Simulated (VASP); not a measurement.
The input files of a VASP run:

**INCAR**
```
LWAVE = F
ISIF = 3   ! ions, shape and volume
IBRION = 2   ! conjugate gradients
SYSTEM = NaH
LREAL = F   ! projection in real space or not
ISMEAR = 0   ! Gaussian
LASPH = T   ! aspherical one-centre terms
ENCUT = 400   ! plane-wave cut-off (eV)
GGA = PS
NSW = 60   ! most ionic steps
SIGMA = 0.05   ! width (eV)
EDIFFG = -0.01
LCHARG = F
NELM = 100
ALGO = Normal
PREC = Accurate
EDIFF = 1E-6   ! SCF stop (eV)
```

**POSCAR**
```
NaH
1
    0.0000000000     2.3775704461     2.3775704461
    2.3775704461    -0.0000000000     2.3775704461
    2.3775704461     2.3775704461     0.0000000000
Na H
1 1
Direct
  0.0000000000   0.0000000000   0.0000000000
  0.5000000000   0.5000000000   0.5000000000
```

**KPOINTS**
```
Automatic mesh
0
Gamma
9 9 9
0 0 0
```

POTCAR, in this order: Na_pv H (PBE.64 set). Program: vasp_std.

### Question
Write an equivalent input for Quantum ESPRESSO's pw.x.

### Answer
One equivalent input (not run):
```
&CONTROL
  calculation = 'vc-relax'
  pseudo_dir = './pseudo'
  outdir = './out'
  tprnfor = .true.
  tstress = .true.
  nstep = 60
  forc_conv_thr = 0.00039
/
&SYSTEM
  ibrav = 0
  nat = 2
  ntyp = 2
  ecutwfc = 88
  occupations = 'smearing'
  smearing = 'gaussian'
  degauss = 0.003675
  input_dft = 'pbesol'
/
&ELECTRONS
  conv_thr = 7.3e-08
  electron_maxstep = 100
/
&IONS
/
&CELL
/
ATOMIC_SPECIES
  Na 22.990 Na.upf
  H 1.008 H.upf
CELL_PARAMETERS angstrom
     0.0000000    2.3775704    2.3775704
     2.3775704   -0.0000000    2.3775704
     2.3775704    2.3775704    0.0000000
ATOMIC_POSITIONS crystal
  Na   0.0000000  0.0000000  0.0000000
  H    0.5000000  0.5000000  0.5000000
K_POINTS automatic
  9 9 9 0 0 0
```
What does not carry over: the potentials are each code's own (VASP's PAW set, PseudoDojo norm-conserving files in pw.x), so ENCUT and ecutwfc are chosen apart and not converted; conv_thr bounds pw.x's estimated SCF error, while EDIFF bounds the energy change between steps; forc_conv_thr acts on force components and is met together with etot_conv_thr.

The structure was generated: NaH was put into the rock salt type (Fm-3m), which need not be its known phase. It was relaxed first, which changed the volume by +40 %. The start is the result of an earlier pass.
